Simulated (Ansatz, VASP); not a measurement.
Given: the input of a run of Ansatz 0.2.0 on TiBr2. The cell comes from a database or a generator and needn't be the stable form of this composition.

input.yaml

```yaml
crystal:
  lattice:
    - [2.07167292, 1.19608092, 6.26344749]
    - [-2.07167292, 1.19608092, 6.26344749]
    - [0.0, -2.39216184, 6.26344749]
  atoms:
    - { symbol: Ti, position: [0.0, 0.0, 0.0] }
    - { symbol: Br, position: [0.252, 0.252, 0.252] }
    - { symbol: Br, position: [0.748, 0.748, 0.748] }
hamiltonian:
  xc: lda
  pseudopotentials: { kind: paw }
  hubbard: { sites: [{ species: Ti, l: d, u_eff: 6.0 }] }
kpoints:
  mp_grid: { grid: [5, 5, 5] }
scf:
  occupations: { method: gaussian, width: 0.05 }
output:
  forces: true
  stress: true
  eigenvalues: true
  write_density: true
  write_potential: true
  elf: true
  volumetric_format: npy
```

Potentials or basis: Ansatz PAW.

The run is started by

```bash
$ ansatz run input.yaml --threads 2 --pin off --max-ram 5632MiB --backend cpu --events-out ev --progress --plain --runs-dir out
```

Set up the same calculation for VASP 6.6.1. Potentials or basis there: LDA PAW files Br, Ti_sv, 520 eV.

As run (cutoffs and basis follow the program's own potentials, and thresholds, step limits or extra output files can differ):

File INCAR:

```
PREC = Accurate
ENCUT = 520
EDIFF = 1E-6
ISMEAR = 0
SIGMA = 0.05
LREAL = False
LASPH = True
NELM = 60
ALGO = Fast
ISIF = 2
LWAVE = False
LCHARG = False
LMAXMIX = 4
LDAU = True
LDAUTYPE = 2
LDAUL = 2 -1
LDAUU = 6 0
LDAUJ = 0 0
LDAUPRINT = 1
GGA = CA
```

KPOINTS

```
regular mesh
0
Gamma
  5 5 5
```

Contents of POSCAR:

```
TiBr2
1.0
    2.0716729200      1.1960809200      6.2634474900
   -2.0716729200      1.1960809200      6.2634474900
    0.0000000000     -2.3921618400      6.2634474900
Ti Br
1 2
Direct
    0.0000000000      0.0000000000      0.0000000000
    0.2520000000      0.2520000000      0.2520000000
    0.7480000000      0.7480000000      0.7480000000
```

Potentials or basis: VASP PAW LDA potentials, release 64 (Ti_sv, Br).

The run is started by

```bash
$ cat potpaw_LDA.64/Ti_sv/POTCAR potpaw_LDA.64/Br/POTCAR > POTCAR
$ mpirun -np 1 vasp_std > vasp.out
```

Both were run:

|  | Ansatz | VASP |
| --- | --- | --- |
| Pressure | -6.3 GPa | -7.5 GPa |
| Largest force | 0.740 eV/Å | 0.811 eV/Å |

Ansatz's pressure holds a Pulay term of +0.02 GPa for its cutoff of 420 eV, which the other run lacks.

Ansatz's potentials were made for PBE.

Where Ansatz's input types no cutoff or centring, it takes its own default and a Γ-centred mesh.

The two programs' LDA may be different fits to the electron gas.

The two runs disagree by more than potentials and bases usually give (in gap, levels, pressure or energy); the cause wasn't traced.

How U acts hangs on each program's projectors.

Pressure is positive in compression.
